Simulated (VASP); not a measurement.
Input:

```yaml
crystal:
  lattice:
    - [2.19580, -3.80324, 0.00000]
    - [2.19580, 3.80324, 0.00000]
    - [0.00000, 0.00000, 6.01321]
  atoms:
    - { symbol: Te, position: [0.00000, 0.27837, 0.66667] }
    - { symbol: Te, position: [0.72163, 0.72163, 0.00000] }
    - { symbol: Te, position: [0.27837, 0.00000, 0.33333] }
```

Method: optB86b-vdW, VASP's PBE PAW potentials (set 64) (plane waves; VASP 6.6.1). Run with 520 eV cut-off, Gaussian smearing of 0.050 eV, potentials Te.

Unless said otherwise, spin-orbit coupling is left out, though it shifts the bands of the heavy elements here.

### Question
Estimate the band gap (along the path) with the smallest direct gap where there is one.

### Answer

```json
{
 "band gap (along the path)": "0.05 eV",
 "smallest direct gap (along the path)": "0.05 eV"
}
```

The absolute energy has meaning only against runs of the same code, potentials and settings.

The compound is Te in the trig structure. It was relaxed first.
